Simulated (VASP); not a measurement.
CaB2, 3 atoms in the cell. Symmetry: P6/mmm, No. 191, hexagonal system. The conventional cell has a = 3.226 Å, b = 3.226 Å, c = 4.067 Å, α = 90.00°, β = 90.00°, γ = 120.00°. Around Ca (site symmetry 6/mmm) lie 12 B at 2.76 Å. B (site symmetry -6m2) has 3 B at 1.86 Å as nearest neighbours. The cell comes from a database or a generator and needn't be the stable form of this composition.

* Program: VASP 6.6.1
* Task: band structure
* Functional: PBE
* Potentials or basis: VASP PAW PBE potentials, release 64 (Ca_sv, B)
* Cutoff: 520 eV
* k mesh: 9 × 9 × 7
* Occupations: fermi-dirac, width 0.05 eV
* Spin: no spin polarisation
* Further INCAR settings: ALGO = Fast; EDIFF = 1e-06

Potentials or basis: VASP PAW PBE potentials, release 64 (Ca_sv, B).

The run is started by

```sh
$ cat potpaw_PBE.64/Ca_sv/POTCAR potpaw_PBE.64/B/POTCAR > POTCAR
$ cp INCAR.step1 INCAR
$ cp KPOINTS.step1 KPOINTS
$ mpirun -np 1 vasp_std > vasp.out
$ cp INCAR.step2 INCAR
$ cp KPOINTS.step2 KPOINTS
$ mpirun -np 1 vasp_std > vasp.out
```

Hardware: 1 thread of Intel(R) Xeon(R) Platinum 8375C CPU @ 2.90GHz (Ice Lake) (shared host).

How long does it take, and how much memory?

Wall time 44 s on 1 thread of Intel(R) Xeon(R) Platinum 8375C CPU @ 2.90GHz (Ice Lake) (shared host), peak memory 0.17 GiB. Counts: scf iterations 10, k points 90.
